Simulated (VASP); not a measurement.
# A vacancy on the Ti site in Ti3InP

How easily does a vacancy on the Ti site form in Ti3InP? The host is relaxed first, then a supercell is run with and without the defect. The cell takes the structure of InCo3N from the Materials Project database, with elements swapped. The cell is invented: it takes the structure of a Materials Project entry for InCo3N (space group 221 there), with some of its atoms replaced by other elements, volume scaled by an estimate. It may not be a known or stable phase.

Main program and level: VASP 6.6.1; PBE; plane waves and PAW (In, Ti, P), in the first sound run; inputs show where later runs differ.

### 1. The host crystal

It takes space group Pm-3m (No. 221, cubic). The conventional cell has a = 4.167 Å, b = 4.167 Å, c = 4.167 Å, α = 90.00°, β = 90.00°, γ = 90.00°. Nearest to In lie 12 Ti at 2.95 Å. Nearest to Ti lie 2 P at 2.08 Å and 8 Ti at 2.95 Å and 4 In at 2.95 Å. Nearest to P lie 6 Ti at 2.08 Å. It derives from InCo3N. It takes the structure of a Materials Project entry for InCo3N (space group 221 there), with some of its atoms replaced by other elements, volume scaled by an estimate. Farther neighbours are not listed.

As a file:

```cif
data_structure
_symmetry_space_group_name_H-M 'P 1'
_symmetry_Int_Tables_number 1
_cell_length_a 4.1670
_cell_length_b 4.1670
_cell_length_c 4.1670
_cell_angle_alpha 90.000
_cell_angle_beta 90.000
_cell_angle_gamma 90.000
_cell_volume 72.36
loop_
_atom_site_label
_atom_site_type_symbol
_atom_site_fract_x
_atom_site_fract_y
_atom_site_fract_z
_atom_site_occupancy
In1 In 0.00000 0.00000 0.00000 1
Ti2 Ti 0.50000 0.50000 0.00000 1
Ti3 Ti 0.50000 0.00000 0.50000 1
Ti4 Ti 0.00000 0.50000 0.50000 1
P5 P 0.50000 0.50000 0.50000 1
```

### 2. The host at zero pressure

First cell and atoms are relaxed at a raised cutoff, so that later runs start from this functional's own cell.

INCAR reads:

```
SYSTEM = Ti3InP
PREC = Accurate
ENCUT = 350
EDIFF = 1E-06
NELM = 120
ISMEAR = 0
SIGMA = 0.05
LREAL = .FALSE.
ALGO = Normal
GGA = PE
NBANDS = 16
LORBIT = 11
LWAVE = .FALSE.
LCHARG = .FALSE.
IBRION = 2
NSW = 40
ISIF = 3
EDIFFG = -0.02
POTIM = 0.4
```

POSCAR reads:

```
Ti3InP
1.0
    4.1670100000      0.0000000000      0.0000000000
    0.0000000000      4.1670100000      0.0000000000
    0.0000000000      0.0000000000      4.1670100000
In Ti P
1 3 1
Direct
    0.0000000000      0.0000000000      0.0000000000
    0.5000000000      0.5000000000      0.0000000000
    0.5000000000      0.0000000000      0.5000000000
    0.0000000000      0.5000000000      0.5000000000
    0.5000000000      0.5000000000      0.5000000000
```

KPOINTS reads:

```
Automatic mesh
0
Gamma
4 4 4
0 0 0
```

The projector-augmented-wave data sets are In, Ti and P (PBE family, release 64).

Command:

```bash
export OMP_NUM_THREADS=5
mpirun -np 1 vasp_std
```

The log of the run:

```text
[banner, memory and clock lines left out]
running    1 mpi-ranks, on    1 nodes
 distrk:  each k-point on    1 cores,    1 groups
 distr:  one band on    1 cores,    1 groups
 Offloading initialized ...    1 GPUs detected
 POSCAR found type information on POSCAR InTiP
 POSCAR found :  3 types and       5 ions
 LDA part: xc-table for (Slater+PW92), standard interpolation
 POSCAR, INCAR and KPOINTS ok, starting setup
 FFT: planning ... GRIDC
 FFT: planning ... GRID_SOFT
 FFT: planning ... GRID
 WAVECAR not read
 entering main loop
       N       E                     dE             d eps       ncg     rms          rms(c)
DAV:   1     0.894054901590E+02    0.89405E+02   -0.56839E+03   320   0.806E+02
DAV:   2    -0.229035013959E+02   -0.11231E+03   -0.10794E+03   320   0.205E+02
DAV:   3    -0.351067895959E+02   -0.12203E+02   -0.12039E+02   488   0.712E+01
DAV:   4    -0.354274585145E+02   -0.32067E+00   -0.31959E+00   368   0.130E+01
DAV:   5    -0.354350443434E+02   -0.75858E-02   -0.75852E-02   480   0.188E+00    0.395E+01
DAV:   6    -0.301998178353E+02    0.52352E+01   -0.22969E+01   432   0.352E+01    0.136E+01
DAV:   7    -0.299113420549E+02    0.28848E+00   -0.88130E-01   448   0.549E+00    0.592E+00
DAV:   8    -0.298256094807E+02    0.85733E-01   -0.83496E-02   360   0.147E+00    0.774E-01
DAV:   9    -0.298256280343E+02   -0.18554E-04   -0.35879E-03   392   0.417E-01    0.548E-01
DAV:  10    -0.298256061116E+02    0.21923E-04   -0.97532E-04   384   0.178E-01    0.120E-01
DAV:  11    -0.298255771669E+02    0.28945E-04   -0.15754E-04   376   0.103E-01    0.190E-02
DAV:  12    -0.298255749190E+02    0.22480E-05   -0.87697E-06   376   0.165E-02    0.894E-03
DAV:  13    -0.298255718873E+02    0.30317E-05   -0.12843E-06   240   0.905E-03    0.251E-03
DAV:  14    -0.298255714027E+02    0.48466E-06   -0.31832E-07   160   0.571E-03
   1 F= -.29825571E+02 E0= -.29823260E+02  d E =-.298256E+02
 curvature:   0.00 expect dE= 0.000E+00 dE for cont linesearch  0.000E+00
 trial: gam= 0.00000 g(F)=  0.000E+00 g(S)=  0.140E+02 ort = 0.000E+00 (trialstep = 0.100E+01)
 search vector abs. value=  0.140E+02
 bond charge predicted
       N       E                     dE             d eps       ncg     rms          rms(c)
DAV:   1    -0.377967224021E+02   -0.79712E+01   -0.21772E+02   336   0.111E+02    0.256E+01
DAV:   2    -0.329546086605E+02    0.48421E+01   -0.31260E+01   400   0.351E+01    0.114E+01
DAV:   3    -0.317532371487E+02    0.12014E+01   -0.82696E+00   376   0.155E+01    0.794E+00
DAV:   4    -0.314839215851E+02    0.26932E+00   -0.58384E-01   408   0.468E+00    0.304E+00
DAV:   5    -0.314465940427E+02    0.37328E-01   -0.17865E-01   448   0.236E+00    0.822E-01
DAV:   6    -0.314456346210E+02    0.95942E-03   -0.24535E-02   424   0.958E-01    0.265E-01
DAV:   7    -0.314451409961E+02    0.49362E-03   -0.32848E-03   456   0.286E-01    0.133E-01
DAV:   8    -0.314451553919E+02   -0.14396E-04   -0.46250E-04   400   0.896E-02    0.229E-02
DAV:   9    -0.314451505104E+02    0.48816E-05   -0.33650E-05   392   0.278E-02    0.805E-03
DAV:  10    -0.314451512563E+02   -0.74598E-06   -0.11008E-06   200   0.609E-03
   2 F= -.31445151E+02 E0= -.31439789E+02  d E =-.161958E+01
[...]
3 F= -.32960074E+02 E0= -.32956347E+02  d E =-.313450E+01
 curvature:  -0.26 expect dE=-0.488E-03 dE for cont linesearch -0.488E-03
 ZBRENT: interpolating
 opt :   0.5167  next Energy=   -32.960566 (dE=-0.313E+01)
 bond charge predicted
       N       E                     dE             d eps       ncg     rms          rms(c)
DAV:   1    -0.329614051514E+02   -0.13300E-02   -0.28214E-02   320   0.143E+00    0.267E-01
DAV:   2    -0.329608325744E+02    0.57258E-03   -0.15186E-03   328   0.262E-01    0.123E-01
DAV:   3    -0.329607347579E+02    0.97816E-04   -0.58228E-04   376   0.111E-01    0.482E-02
DAV:   4    -0.329607269658E+02    0.77920E-05   -0.22229E-05   360   0.333E-02    0.341E-02
DAV:   5    -0.329607254515E+02    0.15143E-05   -0.19331E-05   368   0.194E-02    0.949E-03
DAV:   6    -0.329607258474E+02   -0.39593E-06   -0.17886E-06   208   0.786E-03
   4 F= -.32960726E+02 E0= -.32957023E+02  d E =-.313515E+01
 curvature:  -0.26 expect dE=-0.218E-04 dE for cont linesearch -0.218E-04
 trial: gam=-0.00243 g(F)=  0.832E-69 g(S)=  0.835E-04 ort = 0.342E-01 (trialstep = 0.903E+00)
 search vector abs. value=  0.597E-09
 reached required accuracy - stopping structural energy minimisation
```

Wall time 55 s (1 × NVIDIA H100 80GB HBM3, 81559 MiB with 1 MPI rank of AMD EPYC 7R13 (Zen 3), card shared with another run, shared host); peak memory 1.7 GiB.

The logs omit lines about the potential files and the build; timing stands in the text.

Parts of OUTCAR (step 2):

```text
ion  position               nearest neighbor table
   1  0.000  0.000  0.000-   2 2.95   3 2.95   4 2.95   3 2.95   4 2.95   2 2.95   4 2.95   4 2.95
                             2 2.95   3 2.95   3 2.95   2 2.95
   2  0.500  0.500  0.000-   5 2.08   5 2.08   4 2.95   1 2.95   3 2.95   4 2.95   3 2.95   1 2.95
                             3 2.95   3 2.95   1 2.95   4 2.95   4 2.95   1 2.95
   3  0.500  0.000  0.500-   5 2.08   5 2.08   4 2.95   1 2.95   1 2.95   2 2.95   2 2.95   4 2.95
                             2 2.95   2 2.95   1 2.95   4 2.95   1 2.95   4 2.95
   4  0.000  0.500  0.500-   5 2.08   5 2.08   3 2.95   1 2.95   1 2.95   2 2.95   1 2.95   3 2.95
                             1 2.95   2 2.95   3 2.95   2 2.95   2 2.95   3 2.95
   5  0.500  0.500  0.500-   2 2.08   3 2.08   4 2.08   2 2.08   3 2.08   4 2.08

  LATTYP: Found a simple cubic cell.
 ALAT       =     4.1670100000

 Subroutine GETGRP returns: Found 48 space group operations
 (whereof 48 operations were pure point group operations)

The static configuration has the point symmetry O_h .

 Found     10 irreducible k-points:

   k-points           NKPTS =     10   k-points in BZ     NKDIM =     10   number of bands    NBANDS=     16

   dimension x,y,z NGX =    28 NGY =   28 NGZ =   28
   dimension x,y,z NGXF=    56 NGYF=   56 NGZF=   56

   ENCUT  =  350.0 eV  25.72 Ry    5.07 a.u.   6.36  6.36  6.36*2*pi/ulx,y,z

   NELECT =      20.0000    total number of electrons

 k-points in reciprocal lattice and weights: Automatic mesh
   0.00000000  0.00000000  0.00000000       0.016
   0.25000000  0.00000000  0.00000000       0.094
   0.50000000  0.00000000  0.00000000       0.047
   0.25000000  0.25000000  0.00000000       0.188
   0.50000000  0.25000000  0.00000000       0.188
   0.50000000  0.50000000  0.00000000       0.047
   0.25000000  0.25000000  0.25000000       0.125
   0.50000000  0.25000000  0.25000000       0.188
   0.50000000  0.50000000  0.25000000       0.094
   0.50000000  0.50000000  0.50000000       0.016

 average (electrostatic) potential at core
       1 -37.9079       2 -25.8194       3 -25.8194       4 -25.8194       5 -84.1777

 E-fermi :   4.3474

 k-point     1 :       0.0000    0.0000    0.0000
  band No.  band energies     occupation
    ...
      6       2.7347      2.00000
      7       2.7347      2.00000
      8       2.7347      2.00000
      9       3.2303      2.00000
     10       3.2303      2.00000
     11       4.9034      0.00000
     12       4.9034      0.00000
     13       5.4062      0.00000
     14       5.4062      0.00000
     15       5.4062      0.00000
    ...

 k-point     2 :       0.2500    0.0000    0.0000
  band No.  band energies     occupation
    ...
      6       2.6950      2.00000
      7       2.8243      2.00000
      8       2.8243      2.00000
      9       2.8253      2.00000
     10       3.5960      2.00000
     11       4.6130      0.00000
     12       4.9164      0.00000
     13       5.1886      0.00000
     14       5.1886      0.00000
     15       5.2451      0.00000
    ...

 k-point     3 :       0.5000    0.0000    0.0000
  band No.  band energies     occupation
    ...
      6       1.2585      2.00000
      7       2.8297      2.00000
      8       2.8297      2.00000
      9       2.9278      2.00000
     10       4.1585      2.00000
     11       4.6953      0.00000
     12       4.9298      0.00000
     13       5.0734      0.00000
     14       5.1937      0.00000
     15       5.1937      0.00000
    ...

  Total        0.0600430      0.0600430      0.0600430      0.0000000     -0.0000000     -0.0000000
  in kB        1.0040409      1.0040409      1.0040409      0.0000000     -0.0000000     -0.0000000
  external PRESSURE =       1.0040409 kB  Pullay stress =       0.0000000 kB

  energy-cutoff  :      350.00
  volume of cell :       95.81
      direct lattice vectors                 reciprocal lattice vectors
     4.575872682 -0.000000000 -0.000000000     0.218537549  0.000000000 -0.000000000
    -0.000000000  4.575872682 -0.000000000     0.000000000  0.218537549  0.000000000
     0.000000000 -0.000000000  4.575872682     0.000000000  0.000000000  0.218537549

 POSITION                                       TOTAL-FORCE (eV/Angst)
 -----------------------------------------------------------------------------------
      0.00000      0.00000      0.00000         0.000000      0.000000      0.000000
      2.28794      2.28794     -0.00000         0.000000      0.000000      0.000000
      2.28794     -0.00000      2.28794         0.000000      0.000000      0.000000
      0.00000      2.28794      2.28794        -0.000000      0.000000      0.000000
      2.28794      2.28794      2.28794        -0.000000      0.000000      0.000000
 -----------------------------------------------------------------------------------
    total drift:                                0.000000      0.000000      0.000000

  FREE ENERGIE OF THE ION-ELECTRON SYSTEM (eV)
  ---------------------------------------------------
  free  energy   TOTEN  =       -32.9607258474 eV

  energy  without entropy=      -32.9533205442  energy(sigma->0) =      -32.95702320

 reached required accuracy - stopping structural energy minimisation

 total charge
# of ion       s       p       d       tot
------------------------------------------
    1        1.199   1.299   0.095   2.593
    2        0.394   0.594   2.506   3.494
    3        0.394   0.594   2.506   3.494
    4        0.394   0.594   2.506   3.494
    5        1.051   1.672   0.000   2.723
--------------------------------------------------
tot          3.433   4.752   7.614  15.799

[... 3 further parts left out ...]
```

The k-mesh is coarse for a metal. After so large a change of volume the plane waves of the start cell no longer fit, so the final stress carries a basis-set error. The data sets In and Ti keep the semicore shell frozen, which is cheaper and a little less accurate. The run keeps the 48 symmetry operations of its start, so it cannot find a distortion of lower symmetry.

Relaxation path:

| step | energy less that of the first step (eV) | largest force (eV/Å) | pressure (GPa) | volume (Å³) |
| --- | --- | --- | --- | --- |
| 1 | 0.0000 | 0.0000 | 54.48 | 72.36 |
| 2 | -1.6196 | 0.0000 | -14.98 | 121.90 |
| 3 | -3.1345 | 0.0000 | -0.47 | 96.34 |
| 4 | -3.1352 | 0.0000 | 0.10 | 95.81 |

| conventional cell, symmetrised | before | after | change |
| --- | --- | --- | --- |
| a (Å) | 4.167 | 4.576 | +9.8 % |
| b (Å) | 4.167 | 4.576 | +9.8 % |
| c (Å) | 4.167 | 4.576 | +9.8 % |
| volume (Å³/atom) | 14.47 | 19.16 | +32.4 % |

The relaxed structure:

```
In Ti P
1.0
     4.57587    0.00000    0.00000
     0.00000    4.57587    0.00000
     0.00000    0.00000    4.57587
In Ti P
1 3 1
Direct
  0.00000 0.00000 0.00000
  0.50000 0.50000 0.00000
  0.50000 0.00000 0.50000
  0.00000 0.50000 0.50000
  0.50000 0.50000 0.50000
```

This step gave:

| Property | Result |
| --- | --- |
| electronic cycles | 40 |
| electrons | 20 |
| free energy (TOTEN) | -32.96 eV |
| energy at zero smearing | -32.96 eV |
| Fermi energy | 4.347 eV |
| labelled metallic, from the levels on this mesh | yes |

The run ended after 4 ionic steps, 3.135 eV below its first step, once forces and stress met EDIFFG = -0.02.

(Part 1 of 5 ends here.)

[Lines on the potential files, build, host, timing and source positions are cut from VASP's logs without a mark.]

[Logs are printed without paths, hosts, clocks, repeated set-up lines and the standing remarks that a program may print on its own settings, such as how far it seeks lower states.]

[Hosts, paths, dates, database ids (printed as entryN), source tags and the programs' standing remarks are cut or masked in the printed files.]

[In band tables of VASP the shares of atoms and orbitals are scaled to a sum of 1 inside the atoms' spheres.]

[Runs that stopped without an error message from VASP are left out.]
